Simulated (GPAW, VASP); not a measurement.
Given: the input of a run of GPAW 26.7.0 (ASE script) on Zr3Mn. The cell comes from a database or a generator and needn't be the stable form of this composition.

The input run.py:

```python
from ase import Atoms
from ase.dft.bandgap import bandgap
from ase.io import write
from ase.units import GPa
from gpaw import GPAW, PW, setup_paths

setup_paths.insert(0, '.')

atoms = Atoms(['Zr', 'Zr', 'Zr', 'Mn'],
              cell=[[4.37322, 0.0, 0.0],
                    [0.0, 4.37322, 0.0],
                    [0.0, 0.0, 4.37322]],
              scaled_positions=[[0.5, 0.5, 0.0],
                                [0.5, 0.0, 0.5],
                                [0.0, 0.5, 0.5],
                                [0.0, 0.0, 0.0]],
              pbc=True)
atoms.set_initial_magnetic_moments([0.0, 0.0, 0.0, 4.0])

calc = GPAW(mode=PW(600),
            xc='PBEsol',
            kpts={'size': (6, 6, 6), 'gamma': True},
            occupations={'name': 'methfessel-paxton', 'order': 0, 'width': 0.1},
            nbands=46,
            convergence={'density': 1e-05, 'energy': 1e-05},
            maxiter=150,
            txt='gpaw.txt')
atoms.calc = calc
energy = atoms.get_potential_energy()
forces = atoms.get_forces()
stress = atoms.get_stress()
calc.write('gs.gpw')
write('result.traj', atoms)
print(f'Energy: {energy:.6f} eV')
print('Forces (eV/A):')
print(forces.round(4))
print('Stress (GPa):', (stress / GPa).round(3))
print('Moments:', calc.get_magnetic_moments().round(3))
print('Fermi level:', round(calc.get_fermi_level(), 4), 'eV')
print(f'Gap: {bandgap(calc)[0]:.4f} eV, direct: {bandgap(calc, direct=True)[0]:.4f} eV')
```

Potentials or basis: PAW data sets generated in the run's folder for this functional, pw.

The run is started by

```bash
$ gpaw-setup -f PBEsol Mn Zr
$ OMP_NUM_THREADS=1 python run.py
```

Question: Set up the same calculation for VASP 6.6.1. Potentials or basis there: PBE PAW files Mn_pv, Zr_sv, 520 eV.

Answer: As run (cutoffs and basis follow the program's own potentials, and thresholds, step limits or extra output files can differ):

INCAR

```
SYSTEM = Zr3Mn
PREC = Accurate
ENCUT = 520
EDIFF = 1E-7
ISMEAR = 0
SIGMA = 0.1
LREAL = .False.
LASPH = .True.
NELM = 120
ALGO = Normal
ISIF = 2
LWAVE = .False.
LCHARG = .False.
ISPIN = 2
MAGMOM = 0 0 0 4
LORBIT = 11
LMAXMIX = 4
GGA = PS
```

Contents of KPOINTS:

```
regular mesh
0
Gamma
  6 6 6
  0 0 0
```

The input POSCAR:

```
Zr3Mn
1.0
    4.3732200000      0.0000000000      0.0000000000
    0.0000000000      4.3732200000      0.0000000000
    0.0000000000      0.0000000000      4.3732200000
Zr Mn
3 1
Direct
    0.5000000000      0.5000000000      0.0000000000
    0.5000000000      0.0000000000      0.5000000000
    0.0000000000      0.5000000000      0.5000000000
    0.0000000000      0.0000000000      0.0000000000
```

Potentials or basis: VASP PAW PBE potentials, release 64 (Zr_sv, Mn_pv).

Command:

```console
$ cat potpaw_PBE.64/Zr_sv/POTCAR potpaw_PBE.64/Mn_pv/POTCAR > POTCAR
$ mpirun -np 1 vasp_std > vasp.out
```

Both were run:

|  | GPAW | VASP |
| --- | --- | --- |
| Pressure | -4.8 GPa | -4.3 GPa |
| Net moment | 3.25 μB per cell | 3.33 μB per cell |

The potentials hold 51 and 49 valence electrons a cell.

VASP's potentials were made for PBE.

The magnetic state is the one that the start led to; the real crystal's order can differ.

Pressure is positive in compression.
